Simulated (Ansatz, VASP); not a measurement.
## Two plane-wave programs on Ca2CuS2O2

```
CELL_PARAMETERS angstrom
3.91333 0.00000 0.00000
0.00000 3.91333 0.00000
0.00000 0.00000 7.84740
ATOMIC_POSITIONS crystal
Cu 0.00000 0.00000 0.50000
Ca 0.50000 0.50000 0.29189
Ca 0.50000 0.50000 0.70811
S 0.00000 0.00000 0.13831
S 0.00000 0.00000 0.86169
O 0.50000 0.00000 0.50000
O 0.00000 0.50000 0.50000
```

Change from the starting cell: volume scaled by 1.04.

Alike in both runs: task single point; functional PBE; k mesh 7 × 7 × 4; occupations fermi-dirac, width 0.05 eV; no spin polarisation.

```csv
,VASP,Ansatz
version,VASP 6.6.1,Ansatz 0.2.0
potentials or method,"VASP PAW PBE potentials, release 64 (Cu, Ca_sv, S, O)",Ansatz PAW
plane-wave cutoff (eV),520,420
valence electrons in the cell,55,63
```

Ansatz gave:

- gap on the k mesh at the Fermi level (eV): none
- pressure (GPa): -3.1
- largest component of the traceless stress (GPa): 0.19
- rms of the force components (eV/Å): 0.106

Which values does VASP return?

gap on the k mesh at the Fermi level (eV): none; pressure (GPa): -2.9; largest component of the traceless stress (GPa): 0.16; rms of the force components (eV/Å): 0.117.

Atom by atom the forces differ by 0.031 eV/Å (rms over components). A gap of «none» marks a metal or a gap that the smearing closes. The two sets of potentials don't hold the same shells in valence.

Caveats: an odd number of electrons without spin polarisation forces a metal; a magnetic or distorted state may lie lower; the run has no spin polarisation, though such a crystal can be magnetic; semilocal functionals often make such compounds metallic where correlation or magnetic order opens a gap, which also shifts bond lengths.
